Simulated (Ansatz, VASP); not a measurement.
**One calculation of Hf2PbO3, two programs**

```
CELL_PARAMETERS angstrom
5.57875 0.00000 0.00000
-2.78938 4.83134 0.00000
0.00000 0.00000 3.08467
ATOMIC_POSITIONS crystal
Hf 0.33333 0.66667 0.00000
Hf 0.66667 0.33333 0.00000
Pb 0.00000 0.00000 0.00000
O 0.50000 0.00000 0.50000
O 0.50000 0.50000 0.50000
O 0.00000 0.50000 0.50000
```

Change from the starting cell: species swapped into the LaAl2Ag3 type (P6/mmm, No. 191).

Alike in both runs: functional PBE; k mesh 6 × 6 × 4; occupations gaussian, width 0.1 eV; no spin polarisation.

Ansatz relaxed the structure, and its values are those at the end. VASP's run is a single point on that final structure, the one shown.

|  | VASP | Ansatz |
| --- | --- | --- |
| version | VASP 6.6.1 | Ansatz 0.2.0 |
| potentials or method | VASP PAW PBE potentials, release 64 (Hf_pv, Pb_d, O) | scalar-relativistic, plane waves, PAW |
| plane-wave cutoff (eV) | 520 | 420 |
| valence electrons in the cell | 52 | 84 |

```csv
,VASP,Ansatz,Ansatz less VASP
gap on the k mesh at the Fermi level (eV),none,none,-
pressure (GPa),-2.0,0.0,+2.03
```

A gap of «none» marks a metal or a gap that the smearing closes. The two sets of potentials don't hold the same shells in valence.

Caveats: the k mesh is coarse (spacing up to 0.51 Å⁻¹), so the values aren't converged. The runs have no spin-orbit coupling, so splittings on Hf, Pb are missing.
